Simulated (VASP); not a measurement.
Consider the following.

```
CELL_PARAMETERS angstrom
      0.00000     3.18836     3.18836
      3.18836     0.00000     3.18836
      3.18836     3.18836     0.00000
ATOMIC_POSITIONS crystal
  Ba 0.00000 0.00000 0.00000
  F  0.25000 0.25000 0.25000
  F  0.75000 0.75000 0.75000
```

Computed with PBE GGA with D3 dispersion (zero damping), VASP's PBE PAW potentials (set 64) (plane waves; VASP). Run with 520 eV cut-off, 6×6×6 Γ-centred mesh, Gaussian smearing of 0.050 eV, potentials Ba_sv F.

Problem. What does the run give for the energy per atom (σ→0), pressure?

Solution. 
* **energy per atom (σ→0)**: -5.783 eV/atom
* **pressure**: -2.88 GPa

Total energies compare only between runs with the same potentials, cut-off and functional.

The compound is BaF2 in the fluorite structure. This cell is one point of a volume scan, at 1.06 of the reference volume.
